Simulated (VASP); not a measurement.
Here is a VASP 6.6.1 calculation.

POSCAR

```
SbC
1.0
    3.1146800000      0.0000000000      0.0000000000
    0.0000000000      3.1146800000      0.0000000000
    0.0000000000      0.0000000000      3.1146800000
Sb C
1 1
Direct
    0.5000000000      0.5000000000      0.5000000000
    0.0000000000      0.0000000000      0.0000000000
```

Contents of INCAR.step1:

```
PREC     = Accurate       # precision mode
ENCUT    = 520            # plane-wave cutoff, eV
EDIFF    = 1E-5           # SCF threshold, eV
ISMEAR   = -1             # smearing method
SIGMA    = 0.05           # smearing width, eV
LREAL    = False          # projectors in reciprocal space
LASPH    = True           # aspherical terms in the spheres
NELM     = 100            # most SCF steps
ALGO     = Normal         # electronic algorithm
ISIF     = 2              # what is computed and relaxed
LWAVE    = True           # write WAVECAR
LCHARG   = False          # write CHGCAR
NBANDS   = 12             # bands
GGA      = PE             # functional
```

File INCAR.step2:

```
PREC     = Accurate       # precision mode
ENCUT    = 520            # plane-wave cutoff, eV
EDIFF    = 1E-7           # SCF threshold, eV
ISMEAR   = -1             # smearing method
SIGMA    = 0.05           # smearing width, eV
LREAL    = False          # projectors in reciprocal space
LASPH    = True           # aspherical terms in the spheres
NELM     = 100            # most SCF steps
ALGO     = Normal         # electronic algorithm
ISIF     = 2              # what is computed and relaxed
LWAVE    = False          # write WAVECAR
LCHARG   = False          # write CHGCAR
GGA      = PE             # functional
LHFCALC  = True           # exact exchange
AEXX     = 0.5            # exact-exchange fraction
PRECFOCK = Fast         
HFRCUT   = -1           
NBANDS   = 12             # bands
ISTART   = 1
```

The input KPOINTS:

```
Automatic mesh
0
Gamma
  5 5 5
```

Potentials or basis: VASP PAW PBE potentials, release 64 (Sb, C).

The run is started by

```console
$ cat potpaw_PBE.64/Sb/POTCAR potpaw_PBE.64/C/POTCAR > POTCAR
$ cp INCAR.step1 INCAR
$ mpirun -np 1 vasp_std > vasp.out
$ cp INCAR.step2 INCAR
$ mpirun -np 1 vasp_std > vasp.out
```

(1) What does it give for the band gap on the k mesh?

(2) Estimate the pressure.

Results:

(1) none (metal or under the smearing width).

(2) -11.1 GPa.

Caveat: the k mesh is coarse (spacing up to 0.40 Å⁻¹), so the values aren't converged, least of all with exact exchange; the PAW data sets were made with another functional, which shifts forces and pressure a little.
